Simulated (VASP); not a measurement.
## Band gap of KZnF3: mesh and cell

Aim: test what besides the functional moves the gap of KZnF3. The starting structure is a measured crystal structure from the Crystallography Open Database. Cell and atoms stay as given unless a step says otherwise.

Main program and level: VASP 6.6.1; Kohn-Sham DFT with plane waves and PAW; LDA.

## (1) The structure

The structure is cubic, space group Pm-3m (No. 221). The conventional cell has a = 4.050 Å, b = 4.050 Å, c = 4.050 Å, α = 90.00°, β = 90.00°, γ = 90.00°. Nearest to Zn lie 6 F at 2.02 Å. Nearest to K lie 12 F at 2.86 Å. Nearest to F lie 2 Zn at 2.02 Å and 4 K at 2.86 Å. Farther neighbours and most contacts between anions are not listed.

Coordinates:

```xyz
5
Lattice="4.0500 0.0000 0.0000 0.0000 4.0500 0.0000 0.0000 0.0000 4.0500" Properties=species:S:1:pos:R:3 pbc="T T T"
Zn    2.0250    2.0250    2.0250
K     0.0000    0.0000    0.0000
F     2.0250    0.0000    2.0250
F     0.0000    2.0250    2.0250
F     2.0250    2.0250    0.0000
```

## (2) Reference bands

Input file INCAR:

```
SYSTEM = KZnF3
PREC = Accurate
ENCUT = 460
EDIFF = 1E-06
NELM = 100
ISMEAR = 0
SIGMA = 0.03
LREAL = .FALSE.
ALGO = Normal
GGA = CA
NBANDS = 36
LORBIT = 11
LWAVE = .FALSE.
LCHARG = .FALSE.
KPAR = 8
LASPH = .TRUE.
```

Input file POSCAR:

```
KZnF3
1.0
    4.0500000000      0.0000000000      0.0000000000
    0.0000000000      4.0500000000      0.0000000000
    0.0000000000      0.0000000000      4.0500000000
Zn K F
1 1 3
Direct
    0.5000000000      0.5000000000      0.5000000000
    0.0000000000      0.0000000000      0.0000000000
    0.5000000000      0.0000000000      0.5000000000
    0.0000000000      0.5000000000      0.5000000000
    0.5000000000      0.5000000000      0.0000000000
```

Input file KPOINTS:

```
Automatic mesh
0
Gamma
6 6 6
0 0 0
```

Input file KPOINTS_OPT:

```
Line mode
8
Line-mode
Reciprocal
  0.00000000   0.00000000   0.00000000 GAMMA
  0.00000000   0.50000000   0.00000000 X

  0.00000000   0.50000000   0.00000000 X
  0.50000000   0.50000000   0.00000000 M

  0.50000000   0.50000000   0.00000000 M
  0.00000000   0.00000000   0.00000000 GAMMA

  0.00000000   0.00000000   0.00000000 GAMMA
  0.50000000   0.50000000   0.50000000 R

  0.50000000   0.50000000   0.50000000 R
  0.00000000   0.50000000   0.00000000 X

  0.50000000   0.50000000   0.00000000 M
  0.50000000   0.50000000   0.50000000 R
```

The projector-augmented-wave data sets are Zn, K_sv and F (LDA family, release 64).

On the command line:

```
$ mpirun -np 8 vasp_std
```

Output:

```text
[banner, memory and clock lines left out]
running    8 mpi-ranks, on    1 nodes
 distrk:  each k-point on    1 cores,    8 groups
 distr:  one band on    1 cores,    1 groups

 POSCAR found type information on POSCAR ZnK F
 POSCAR found :  3 types and       5 ions
|                                                                             |
|           W    W    AA    RRRRR   N    N  II  N    N   GGGG   !!!           |
|           W    W   A  A   R    R  NN   N  II  NN   N  G    G  !!!           |
|           W    W  A    A  R    R  N N  N  II  N N  N  G       !!!           |
|           W WW W  AAAAAA  RRRRR   N  N N  II  N  N N  G  GGG   !            |
|           WW  WW  A    A  R   R   N   NN  II  N   NN  G    G                |
|           W    W  A    A  R    R  N    N  II  N    N   GGGG   !!!           |
|                                                                             |
|     For optimal performance we recommend to set                             |
|       NCORE = 2 up to number-of-cores-per-socket                            |
|     NCORE specifies how many cores store one orbital (NPAR=cpu/NCORE).      |
|     This setting can greatly improve the performance of VASP for DFT.       |
|     The default, NCORE=1 might be grossly inefficient on modern             |
|     multi-core architectures or massively parallel machines. Do your        |
|     Unfortunately you need to use the default for GW and RPA                |
|     calculations (for HF NCORE is supported but not extensively tested      |
|     yet).                                                                   |
|                                                                             |

 LDA part: xc-table for (Slater(with rela. corr.)+CA(PZ))
 , standard interpolation
 POSCAR, INCAR and KPOINTS ok, starting setup
 FFT: planning ... GRIDC
 FFT: planning ... GRID_SOFT
 FFT: planning ... GRID
 WAVECAR not read
 entering main loop
       N       E                     dE             d eps       ncg     rms          rms(c)
DAV:   1     0.394683468595E+03    0.39468E+03   -0.19770E+04  1448   0.129E+03
DAV:   2     0.133258024582E+02   -0.38136E+03   -0.35111E+03  1488   0.365E+02
DAV:   3    -0.241477107406E+02   -0.37474E+02   -0.36899E+02  1664   0.115E+02
DAV:   4    -0.251276599046E+02   -0.97995E+00   -0.97608E+00  1964   0.176E+01
DAV:   5    -0.251420659678E+02   -0.14406E-01   -0.14401E-01  1716   0.193E+00    0.110E+01
DAV:   6    -0.231394457940E+02    0.20026E+01   -0.38684E+00  1908   0.279E+01    0.726E+00
DAV:   7    -0.231265291535E+02    0.12917E-01   -0.89130E-01  1588   0.538E+00    0.436E+00
DAV:   8    -0.230861721548E+02    0.40357E-01   -0.19792E-01  1612   0.336E+00    0.842E-01
DAV:   9    -0.230723813277E+02    0.13791E-01   -0.38411E-02  1944   0.465E+00    0.136E-01
DAV:  10    -0.230732171142E+02   -0.83579E-03   -0.87654E-03  1540   0.635E-01    0.727E-02
DAV:  11    -0.230732249866E+02   -0.78724E-05   -0.28140E-04  1784   0.197E-01    0.449E-02
DAV:  12    -0.230732265256E+02   -0.15390E-05   -0.36697E-05  1724   0.100E-01    0.273E-02
DAV:  13    -0.230732156217E+02    0.10904E-04   -0.44790E-05  1984   0.110E-01    0.556E-03
DAV:  14    -0.230732157933E+02   -0.17164E-06   -0.77224E-06  1768   0.278E-02
   1 F= -.23073216E+02 E0= -.23073216E+02  d E =-.282032E-22
 Start KPOINTS_OPT (optional k-point list driver)
k-point batch [1-20\48]
       N       E                     dE             ncg
DAV:   1     0.898838709652E+03   -0.16076E+05     1452
DAV:   2    -0.666277723681E+04   -0.75616E+04     1496
DAV:   3    -0.743308925836E+04   -0.77031E+03     1672
DAV:   4    -0.745394485665E+04   -0.20856E+02     1928
DAV:   5    -0.745435083780E+04   -0.40598E+00     1712
DAV:   6    -0.745438228581E+04   -0.31448E-01     2128
DAV:   7    -0.745438240442E+04   -0.11861E-03     1700
DAV:   8    -0.745438240556E+04   -0.11388E-05     1476
DAV:   9    -0.745438240569E+04   -0.12595E-06     1064
[...]
k-point batch [41-48\48]
       N       E                     dE             ncg
DAV:   1     0.157655007122E+05   -0.11155E+05      600
DAV:   2     0.128865082695E+05   -0.28790E+04      608
DAV:   3     0.125986017462E+05   -0.28791E+03      672
DAV:   4     0.125911487573E+05   -0.74530E+01      760
DAV:   5     0.125910109677E+05   -0.13779E+00      664
DAV:   6     0.125910021764E+05   -0.87913E-02      848
DAV:   7     0.125910021487E+05   -0.27653E-04      636
DAV:   8     0.125910021485E+05   -0.26366E-06      516
```

The job ended after 15 s (8 MPI ranks of AMD EPYC 7R43, shared host; peak memory 1.3 GiB; 91 s of CPU time).

The logs omit lines about the potential files and the build; timing stands in the text.

Parts of OUTCAR (step 2):

```text
ion  position               nearest neighbor table
   1  0.500  0.500  0.500-   3 2.02   4 2.02   5 2.02   5 2.02   3 2.02   4 2.02
   2  0.000  0.000  0.000-
   3  0.500  0.000  0.500-   1 2.02   1 2.02
   4  0.000  0.500  0.500-   1 2.02   1 2.02
   5  0.500  0.500  0.000-   1 2.02   1 2.02

  LATTYP: Found a simple cubic cell.
 ALAT       =     4.0500000000

 Subroutine GETGRP returns: Found 48 space group operations
 (whereof 48 operations were pure point group operations)

The static configuration has the point symmetry O_h .

 Found     20 irreducible k-points:

   k-points           NKPTS =     20   k-points in BZ     NKDIM =     20   number of bands    NBANDS=     36

   dimension x,y,z NGX =    28 NGY =   28 NGZ =   28
   dimension x,y,z NGXF=    56 NGYF=   56 NGZF=   56

   ENCUT  =  460.0 eV  33.81 Ry    5.81 a.u.   7.08  7.08  7.08*2*pi/ulx,y,z

   NELECT =      42.0000    total number of electrons

 k-points in reciprocal lattice and weights: Automatic mesh
   0.00000000  0.00000000  0.00000000       0.005
   0.16666667  0.00000000  0.00000000       0.028
   0.33333333  0.00000000  0.00000000       0.028
   0.50000000  0.00000000  0.00000000       0.014
   0.16666667  0.16666667  0.00000000       0.056
   0.33333333  0.16666667  0.00000000       0.111
   0.50000000  0.16666667  0.00000000       0.056
   0.33333333  0.33333333  0.00000000       0.056
   0.50000000  0.33333333  0.00000000       0.056
[...]
0.50000000  0.50000000  0.33333333       0.028
   0.50000000  0.50000000  0.50000000       0.005

 average (electrostatic) potential at core
       1 -38.1205       2 -34.6575       3 -78.2337       4 -78.2337       5 -78.2337

 E-fermi :  -1.0042

 k-point     1 :       0.0000    0.0000    0.0000
  band No.  band energies     occupation
    ...
     17      -3.2194      2.00000
     18      -3.2194      2.00000
     19      -3.0073      2.00000
     20      -3.0073      2.00000
     21      -3.0073      2.00000
     22       2.3922      0.00000
     23       7.2718      0.00000
     24       7.2718      0.00000
     25       7.8557      0.00000
     26       9.7269      0.00000
    ...

 k-point     2 :       0.1667    0.0000    0.0000
  band No.  band energies     occupation
    ...
     17      -3.1878      2.00000
     18      -3.1878      2.00000
     19      -3.0448      2.00000
     20      -2.9926      2.00000
     21      -2.9926      2.00000
     22       2.9409      0.00000
     23       7.4629      0.00000
     24       7.5055      0.00000
     25       8.1567      0.00000
     26       9.7385      0.00000
    ...

 k-point     3 :       0.3333    0.0000    0.0000
  band No.  band energies     occupation
    ...
     17      -3.1789      2.00000
     18      -3.1789      2.00000
     19      -2.9279      2.00000
     20      -2.9205      2.00000
     21      -2.9205      2.00000
     22       4.2294      0.00000
     23       7.3397      0.00000
     24       7.9998      0.00000
     25       9.3170      0.00000
     26       9.7539      0.00000
    ...

  Total       -2.4149571     -2.4149571     -2.4149571      0.0000000     -0.0000000      0.0000000
  in kB      -58.2445013    -58.2445013    -58.2445013      0.0000000     -0.0000000      0.0000000
  external PRESSURE =     -58.2445013 kB  Pullay stress =       0.0000000 kB

  energy-cutoff  :      460.00
  volume of cell :       66.43
      direct lattice vectors                 reciprocal lattice vectors
     4.050000000  0.000000000  0.000000000     0.246913580  0.000000000  0.000000000
     0.000000000  4.050000000  0.000000000     0.000000000  0.246913580  0.000000000
     0.000000000  0.000000000  4.050000000     0.000000000  0.000000000  0.246913580

 POSITION                                       TOTAL-FORCE (eV/Angst)
 -----------------------------------------------------------------------------------
      2.02500      2.02500      2.02500         0.000000      0.000000      0.000000
      0.00000      0.00000      0.00000         0.000000      0.000000      0.000000
      2.02500      0.00000      2.02500         0.000000      0.000000      0.000000
      0.00000      2.02500      2.02500         0.000000      0.000000      0.000000
      2.02500      2.02500      0.00000         0.000000      0.000000      0.000000
 -----------------------------------------------------------------------------------
    total drift:                                0.000000      0.000000      0.000000

  FREE ENERGIE OF THE ION-ELECTRON SYSTEM (eV)
  ---------------------------------------------------
  free  energy   TOTEN  =       -23.0732157933 eV

  energy  without entropy=      -23.0732157933  energy(sigma->0) =      -23.07321579

 total charge
# of ion       s       p       d       tot
------------------------------------------
    1        0.354   0.387   9.952  10.693
    2        1.952   5.562   0.024   7.538
    3        1.734   4.341   0.000   6.075
    4        1.734   4.341   0.000   6.075
    5        1.734   4.341   0.000   6.075
--------------------------------------------------
tot          7.509  18.970   9.977  36.455

[... 3 further parts left out ...]
```

At this level the cell is under a tension of 5.8 GPa, so at these settings it is away from equilibrium.

The reference gap is 3.597 eV.

## (3) Bands with cell and atoms relaxed by LDA

Against step 2 the input has another starting structure. The cell comes from a relaxation at this level, not shown (63.12 Å³).

INCAR is that of step 2.

POSCAR, as its differences from that of step 2:

```diff
@@ -2,5 +2,5 @@
 1.0
-    4.0500000000      0.0000000000      0.0000000000
-    0.0000000000      4.0500000000      0.0000000000
-    0.0000000000      0.0000000000      4.0500000000
+    3.9815742256      0.0000000000      0.0000000000
+    0.0000000000      3.9815742256      0.0000000000
+    0.0000000000      0.0000000000      3.9815742256
 Zn K F
```

KPOINTS is that of step 2.

KPOINTS_OPT is that of step 2.

On the command line:

```
$ mpirun -np 8 vasp_std
```

Output:

```text
[banner, memory and clock lines left out]
running    8 mpi-ranks, on    1 nodes
[...]
[... a notice as in an earlier step ...]

 LDA part: xc-table for (Slater(with rela. corr.)+CA(PZ))
 , standard interpolation
 POSCAR, INCAR and KPOINTS ok, starting setup
[...]
entering main loop
       N       E                     dE             d eps       ncg     rms          rms(c)
DAV:   1     0.392936865499E+03    0.39294E+03   -0.19687E+04  1456   0.130E+03
DAV:   2     0.115903148276E+02   -0.38135E+03   -0.35110E+03  1508   0.367E+02
DAV:   3    -0.242223054969E+02   -0.35813E+02   -0.35322E+02  1688   0.114E+02
DAV:   4    -0.251106048710E+02   -0.88830E+00   -0.88539E+00  1976   0.169E+01
[...]
DAV:  12    -0.231157268753E+02    0.50608E-05   -0.50239E-05  1712   0.161E-01    0.326E-02
DAV:  13    -0.231157147310E+02    0.12144E-04   -0.64811E-05  1908   0.107E-01    0.784E-03
DAV:  14    -0.231157146166E+02    0.11447E-06   -0.86311E-06  1644   0.290E-02
   1 F= -.23115715E+02 E0= -.23115715E+02  d E =-.810293E-21
 Start KPOINTS_OPT (optional k-point list driver)
k-point batch [1-20\48]
       N       E                     dE             ncg
DAV:   1     0.130998875534E+04   -0.15841E+05     1444
DAV:   2    -0.639548816624E+04   -0.77055E+04     1480
DAV:   3    -0.719973056224E+04   -0.80424E+03     1680
DAV:   4    -0.722231363781E+04   -0.22583E+02     1916
DAV:   5    -0.722275206006E+04   -0.43842E+00     1724
DAV:   6    -0.722277780984E+04   -0.25750E-01     2092
DAV:   7    -0.722277792060E+04   -0.11076E-03     1708
DAV:   8    -0.722277792174E+04   -0.11362E-05     1452
DAV:   9    -0.722277792183E+04   -0.98211E-07     1000
[...]
k-point batch [41-48\48]
       N       E                     dE             ncg
DAV:   1     0.161754955479E+05   -0.11163E+05      576
DAV:   2     0.131123669645E+05   -0.30631E+04      620
DAV:   3     0.127985887660E+05   -0.31378E+03      640
DAV:   4     0.127900709826E+05   -0.85178E+01      752
DAV:   5     0.127898894893E+05   -0.18149E+00      672
DAV:   6     0.127898790067E+05   -0.10483E-01      828
DAV:   7     0.127898789758E+05   -0.30901E-04      676
DAV:   8     0.127898789756E+05   -0.22975E-06      500
```

It took 16 s on 8 MPI ranks; peak memory 1.3 GiB; 1.7 min of CPU time.

Parts of OUTCAR (step 3):

```text
  Total       -0.5841264     -0.5841264     -0.5841264     -0.0000000     -0.0000000     -0.0000000
  in kB      -14.8269900    -14.8269900    -14.8269900     -0.0000000     -0.0000000     -0.0000000
  external PRESSURE =     -14.8269900 kB  Pullay stress =       0.0000000 kB

 POSITION                                       TOTAL-FORCE (eV/Angst)
 -----------------------------------------------------------------------------------
      1.99079      1.99079      1.99079         0.000000      0.000000      0.000000
      0.00000      0.00000      0.00000         0.000000      0.000000      0.000000
      1.99079      0.00000      1.99079         0.000000      0.000000      0.000000
      0.00000      1.99079      1.99079         0.000000      0.000000      0.000000
      1.99079      1.99079      0.00000         0.000000      0.000000      0.000000
 -----------------------------------------------------------------------------------
    total drift:                                0.000000      0.000000      0.000000

  FREE ENERGIE OF THE ION-ELECTRON SYSTEM (eV)
  ---------------------------------------------------
  free  energy   TOTEN  =       -23.1157146166 eV

  energy  without entropy=      -23.1157146166  energy(sigma->0) =      -23.11571462

[... 1 part as in an earlier step ...]

[... 2 further parts left out ...]
[key lines of the parts left out:]
E-fermi :  -0.4625
```

With cell and atoms relaxed by LDA the gap is 3.734 eV, +0.137 eV from the reference.

## (4) Bands with an 8×8×8 mesh

Against step 2 the input has an 8×8×8 mesh.

INCAR is that of step 3.

POSCAR, as its differences from that of step 3:

```diff
@@ -2,5 +2,5 @@
 1.0
-    3.9815742256      0.0000000000      0.0000000000
-    0.0000000000      3.9815742256      0.0000000000
-    0.0000000000      0.0000000000      3.9815742256
+    4.0500000000      0.0000000000      0.0000000000
+    0.0000000000      4.0500000000      0.0000000000
+    0.0000000000      0.0000000000      4.0500000000
 Zn K F
```

Input file KPOINTS:

```
Automatic mesh
0
Gamma
8 8 8
0 0 0
```

KPOINTS_OPT is that of step 3.

On the command line:

```
$ mpirun -np 8 vasp_std
```

Output:

```text
[... set-up lines as in an earlier step ...]
 entering main loop
       N       E                     dE             d eps       ncg     rms          rms(c)
DAV:   1     0.392989127151E+03    0.39299E+03   -0.19480E+04  2520   0.129E+03
DAV:   2     0.135886723652E+02   -0.37940E+03   -0.34984E+03  2612   0.364E+02
DAV:   3    -0.241488535779E+02   -0.37738E+02   -0.37187E+02  2984   0.115E+02
DAV:   4    -0.251284581269E+02   -0.97960E+00   -0.97630E+00  3364   0.176E+01
[...]
DAV:  12    -0.230737419276E+02   -0.62789E-06   -0.37278E-05  3012   0.108E-01    0.266E-02
DAV:  13    -0.230737314938E+02    0.10434E-04   -0.42724E-05  3440   0.106E-01    0.533E-03
DAV:  14    -0.230737316863E+02   -0.19248E-06   -0.73514E-06  3004   0.275E-02
   1 F= -.23073732E+02 E0= -.23073732E+02  d E =-.164398E-22
 Start KPOINTS_OPT (optional k-point list driver)
k-point batch [1-35\48]
       N       E                     dE             ncg
DAV:   1     0.146258081910E+04   -0.28090E+05     2524
DAV:   2    -0.116659901227E+05   -0.13129E+05     2656
DAV:   3    -0.129884797998E+05   -0.13225E+04     2936
DAV:   4    -0.130225965131E+05   -0.34117E+02     3380
DAV:   5    -0.130231736930E+05   -0.57718E+00     3028
DAV:   6    -0.130232094597E+05   -0.35767E-01     3664
DAV:   7    -0.130232095965E+05   -0.13680E-03     3036
DAV:   8    -0.130232095980E+05   -0.14694E-05     2324
DAV:   9    -0.130232095981E+05   -0.15587E-06     1872
k-point batch [36-48\48]
       N       E                     dE             ncg
DAV:   1     0.213578574753E+05   -0.16483E+05      936
DAV:   2     0.165086977210E+05   -0.48492E+04      996
DAV:   3     0.160182154028E+05   -0.49048E+03     1060
DAV:   4     0.160050326319E+05   -0.13183E+02     1308
DAV:   5     0.160048080367E+05   -0.22460E+00     1040
DAV:   6     0.160047952026E+05   -0.12834E-01     1420
DAV:   7     0.160047951620E+05   -0.40611E-04     1028
DAV:   8     0.160047951617E+05   -0.28019E-06      868
```

It took 23 s on 8 MPI ranks; peak memory 1.6 GiB; 2.3 min of CPU time.

Parts of OUTCAR (step 4):

```text
  Total       -2.4085265     -2.4085265     -2.4085265      0.0000000      0.0000000      0.0000000
  in kB      -58.0894071    -58.0894071    -58.0894071      0.0000000      0.0000000      0.0000000
  external PRESSURE =     -58.0894071 kB  Pullay stress =       0.0000000 kB

  FREE ENERGIE OF THE ION-ELECTRON SYSTEM (eV)
  ---------------------------------------------------
  free  energy   TOTEN  =       -23.0737316863 eV

  energy  without entropy=      -23.0737316863  energy(sigma->0) =      -23.07373169

[... 2 parts as in an earlier step ...]

[... 2 further parts left out ...]
[key lines of the parts left out:]
E-fermi :  -1.0042
```

With an 8×8×8 mesh the gap is 3.597 eV, +0.000 eV from the reference.

## (5) All runs side by side

| run | gap (eV) | change (eV) | core minutes |
| --- | --- | --- | --- |
| reference | 3.597 | - | 1.97 |
| cell and atoms relaxed by LDA | 3.734 | 0.137 | 2.16 |
| an 8×8×8 mesh | 3.597 | 0.0 | 3.07 |

Core minutes are wall time times ranks of the run shown, on a shared host.

## (6) What came out

| Quantity | Value |
| --- | --- |
| reference gap | 3.597 eV |
| gap with cell and atoms relaxed by LDA | 3.734 eV |
| gap with an 8×8×8 mesh | 3.597 eV |

In words: Among the runs that read a gap along the path, the one with cell and atoms relaxed by LDA moves it most, by +0.137 eV. On finer settings it changes by +0.000 eV with an 8×8×8 mesh. The functional's own error isn't tested here. Further runs on this material are not shown.

[Lines on the potential files, build, host, timing and source positions are cut from VASP's logs without a mark.]

[Logs are printed without paths, hosts, clocks, repeated set-up lines and the standing remarks that a program may print on its own settings, such as how far it seeks lower states.]

[Hosts, paths, dates, database ids (printed as entryN), source tags and the programs' standing remarks are cut or masked in the printed files.]
